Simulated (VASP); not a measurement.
```cif
data_HfO2
_chemical_formula_sum 'Hf1 O2'
_space_group_name_H-M_alt 'P 1'
_space_group_IT_number 1
_cell_length_a 3.61240
_cell_length_b 3.61240
_cell_length_c 3.61240
_cell_angle_alpha 60.000
_cell_angle_beta 60.000
_cell_angle_gamma 60.000
loop_
_space_group_symop_operation_xyz
  'x, y, z'
loop_
_atom_site_label
_atom_site_type_symbol
_atom_site_fract_x
_atom_site_fract_y
_atom_site_fract_z
_atom_site_occupancy
Hf1 Hf 0.00000 0.00000 0.00000 1
O1 O 0.25000 0.25000 0.25000 1
O2 O 0.75000 0.75000 0.75000 1
```

Method: RPBE GGA, VASP's PBE PAW potentials (set 64) (plane waves; VASP). Run with 520 eV cut-off, 8×8×8 Γ-centred mesh, Gaussian smearing of 0.050 eV, potentials Hf_pv O.

Q: Give the energy at these volumes per atom, relative to the lowest: 10.43, 10.77, 11.10, 11.43, 11.77 Å³.

A: 34.0, 8.3, 0.0, 6.5, 25.8 meV/atom. A third-order Birch-Murnaghan fit gives B0 = 237 GPa and B0′ = 4.3.

The compound is HfO2 in the fluorite structure, the high-temperature cubic form, which is unstable at 0 K; the monoclinic form is the stable one. It was relaxed first.
